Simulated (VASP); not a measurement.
Computed with PBE GGA with D3 dispersion (zero damping), VASP's PBE PAW potentials (set 64) (plane waves; VASP).

The input files of a VASP run:

POSCAR:
```
KZnF3
4.119590
  0.9999998938   0.0000000000   0.0000000000
  0.0000000000   0.9999998938   0.0000000000
  0.0000000000   0.0000000000   0.9999998938
K Zn F
1 1 3
Cart
  0.0000000000   0.0000000000   0.0000000000
  0.4999999469   0.4999999469   0.4999999469
  0.4999999469   0.0000000000   0.4999999469
  0.0000000000   0.4999999469   0.4999999469
  0.4999999469   0.4999999469   0.0000000000
```

INCAR:
```
PREC = Accurate
LASPH = .True.   ! aspherical one-centre terms
LWAVE = .False.
LCHARG = .False.
NELM = 100   ! most electronic steps
ALGO = Normal   ! blocked Davidson
ICHARG = 11   ! fixed density
LORBIT = 11
ENCUT = 520
ISMEAR = 0   ! Gaussian
IVDW = 11   ! D3, zero damping
SYSTEM = KZnF3
GGA = PE   ! PBE
LREAL = .False.   ! projection in real space or not
SIGMA = 0.05
LMAXMIX = 4
EDIFF = 1E-7
```

### KPOINTS
```
k-points along high-symmetry lines
15
Line-mode
Reciprocal
  0.000000   0.000000   0.000000 ! GAMMA
  0.000000   0.500000   0.000000 ! X

  0.000000   0.500000   0.000000 ! X
  0.500000   0.500000   0.000000 ! M

  0.500000   0.500000   0.000000 ! M
  0.000000   0.000000   0.000000 ! GAMMA

  0.000000   0.000000   0.000000 ! GAMMA
  0.500000   0.500000   0.500000 ! R

  0.500000   0.500000   0.500000 ! R
  0.000000   0.500000   0.000000 ! X

  0.500000   0.500000   0.500000 ! R
  0.500000   0.500000   0.000000 ! M
```

POTCAR, in this order: K_sv Zn F (PBE.64 set). Program: vasp_std. Read from the step before: CHGCAR.

The run wrote:

**OSZICAR**
```
       N       E                     dE             d eps       ncg     rms          rms(c)
DAV:   1     0.438877197829E+03    0.43888E+03   -0.22586E+04  4500   0.201E+03
DAV:   2     0.164747373151E+02   -0.42240E+03   -0.41224E+03  5395   0.489E+02
DAV:   3    -0.191360825870E+02   -0.35611E+02   -0.35385E+02  5387   0.151E+02
DAV:   4    -0.199728185686E+02   -0.83674E+00   -0.83568E+00  7013   0.216E+01
DAV:   5    -0.199842287495E+02   -0.11410E-01   -0.11402E-01  6029   0.199E+00
DAV:   6    -0.199847145798E+02   -0.48583E-03   -0.48569E-03  6746   0.258E-01
DAV:   7    -0.199847183836E+02   -0.38038E-05   -0.38035E-05  6021   0.262E-02
DAV:   8    -0.199847184347E+02   -0.51033E-07   -0.51011E-07  5743   0.283E-03
   1 F= -.20822036E+02 E0= -.20822036E+02  d E =-.749449E-12
```

OUTCAR:
```
 val. band max:       -1.2679386969   @ k =   0.5000   0.5000   0.5000

 cond. band min:       2.3974659502   @ k =   0.0000   0.0000   0.0000



 k-point     1 :       0.0000    0.0000    0.0000
  band No.  band energies     occupation
      1     -28.1960      2.00000
      2     -22.4603      2.00000
      3     -21.9012      2.00000
      4     -21.9012      2.00000
      5     -11.6750      2.00000
      6     -11.6750      2.00000
      7     -11.6750      2.00000
      8      -5.0088      2.00000
      9      -5.0088      2.00000
     10      -5.0088      2.00000
     11      -4.5835      2.00000
     12      -4.5835      2.00000
     13      -4.5835      2.00000
     14      -4.2886      2.00000
     15      -4.2886      2.00000
     16      -3.0086      2.00000
     17      -3.0086      2.00000
     18      -3.0086      2.00000
     19      -2.8353      2.00000
     20      -2.8353      2.00000
     21      -2.8353      2.00000
     22       2.3975      0.00000
     23       7.6357      0.00000
     24       7.6357      0.00000
     25       8.0115      0.00000

 k-point     2 :       0.0000    0.0357    0.0000
  band No.  band energies     occupation
      1     -28.1958      2.00000
      2     -22.4593      2.00000
      3     -21.9025      2.00000
      4     -21.9011      2.00000
      5     -11.6752      2.00000
      6     -11.6746      2.00000
      7     -11.6746      2.00000
      8      -5.0514      2.00000
      9      -5.0087      2.00000
     10      -5.0087      2.00000
     11      -4.5862      2.00000
     12      -4.5862      2.00000
     13      -4.5834      2.00000
     14      -4.2886      2.00000
     15      -4.2537      2.00000
     16      -3.0111      2.00000
     17      -3.0073      2.00000
     18      -3.0073      2.00000
     19      -2.8399      2.00000
     20      -2.8352      2.00000
     21      -2.8352      2.00000
     22       2.4229      0.00000
     23       7.6461      0.00000
     24       7.6469      0.00000
...
```

The density is held fixed in this step, so its total energy and stress have no physical meaning.

The compound is KZnF3 in the cubic perovskite structure. It was relaxed first, which changed the volume by +5 %.
